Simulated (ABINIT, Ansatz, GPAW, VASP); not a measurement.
One structure in several programs: NaMgF3 (Pm-3m, 5 atoms in the cell)

Self-consistent single point.

```yaml
crystal:
  lattice:
    - [4.01998, 0.00000, 0.00000]
    - [0.00000, 4.01998, 0.00000]
    - [0.00000, 0.00000, 4.01998]
  atoms:
    - { symbol: Na, position: [0.00000, 0.00000, 0.00000] }
    - { symbol: Mg, position: [0.50000, 0.50000, 0.50000] }
    - { symbol: F, position: [0.50000, 0.50000, 0.00000] }
    - { symbol: F, position: [0.00000, 0.50000, 0.50000] }
    - { symbol: F, position: [0.50000, 0.00000, 0.50000] }
```

All programs got the same cell, k-point mesh and kind of occupations (some realise fixed ones as a very narrow smearing) (in Ansatz's words: kpoints.mp_grid.grid = 8 8 8; scf.occupations.method = fixed); potentials, basis and cutoffs are each program's usual ones.

| code | model | pressure (GPa) | gap on the mesh (eV) | cutoff |
|---|---|---|---|---|
| ABINIT | PBEsol, norm-conserving pseudopotentials (PseudoDojo nc-sr-04 PBEsol standard) | -5.34 | 5.636 | 88 Ry |
| VASP | PBEsol, VASP's PBE PAW potentials (set 64) | -14.02 | 5.623 | 400 eV |
| Ansatz | PBEsol, default PAW files made with PBE | -5.80 | 5.616 | 30.9 Ry |
| GPAW | PBEsol, GPAW PAW datasets PBEsol (made by gpaw-setup) | – | 5.607 | 900 eV |

A dash marks a value that a program does not give, or that is left out as unsure.

Gaps are read on the mesh.

The spread over the programs that give each value: pressure within 8.68 GPa; gap on the mesh within 0.029 eV.

The starting cell comes from a database of computed structures (which also holds hypothetical and non-ambient phases and stackings), without a prior relaxation at this level. Its lattice was rescaled by a random factor within 2.5 % of one. On Ansatz's run: In the base run, with a pressure of about -5 GPa the cell is away from its equilibrium volume at this level.

Task: Why do the programs differ, and what cannot be compared?

Result: Differences of this kind can come from the potentials, where these differ, and from what each basis and cutoff leave unconverged. The valence holds different numbers of electrons (ABINIT 40, VASP 30, Ansatz (a first-principles code) 40, GPAW 38). The zero of total energies and Fermi levels follows the potentials and each program's conventions, so they are not compared here. Ansatz's pressure is given at a fixed set of plane waves, as the other plane-wave codes print theirs; with its correction for the finite basis it is -5.24 GPa (the shift of 0.56 GPa shows how far the cutoff is from converged). The pressure of GPAW is left out: its cutoff lies under the one at which its stress was checked. In the pressure, VASP (by 8.22) lies more than 1 GPa from the median of the plane-wave programs.

VASP's run is marked for a possible Pulay error in its stress at this cutoff; no cutoff test was made.

VASP ran the fixed occupations as a Gaussian smearing of 0.01 eV.

Left out of this page: Quantum ESPRESSO, CP2K, FLEUR and SIESTA (not drawn, or without a comparable value); Elk (unsound by tests on forces, stress, charge or solver warnings).

Keys are those of Ansatz 0.2.
